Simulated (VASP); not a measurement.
CeO$_{2}$ (relaxed from the layer:CdI2 structure): computed properties

Calculation: r2SCAN meta-GGA, VASP's PBE PAW potentials (set 64) (plane waves; VASP).

For CeO2, the space group is P-3m1 (164) and the cell comes out as a = b = 3.6050 Å, c = 15.5680 Å, α = β = 90.00°, γ = 120.00°. The band gap (over mesh and band path) is 2.69 eV and the smallest direct gap (over mesh and band path) is 2.83 eV. The band-edge character is indirect, K-Γ at 0.37 to Γ.

```
CeO2
1.0
    3.60498     0.00000     0.00000
   -1.80249     3.12201     0.00000
    0.00000     0.00000    15.56799
Ce O
1 2
Direct
  0.00000   0.00000   0.50000
  0.33333   0.66667   0.55760
  0.66667   0.33333   0.44240
```

The cell holds vacuum, so volume and density refer to the whole cell. The cell holds a wide vacuum, so values per volume refer to the whole cell.

The cell is a sheet with vacuum, built from a generated structure.
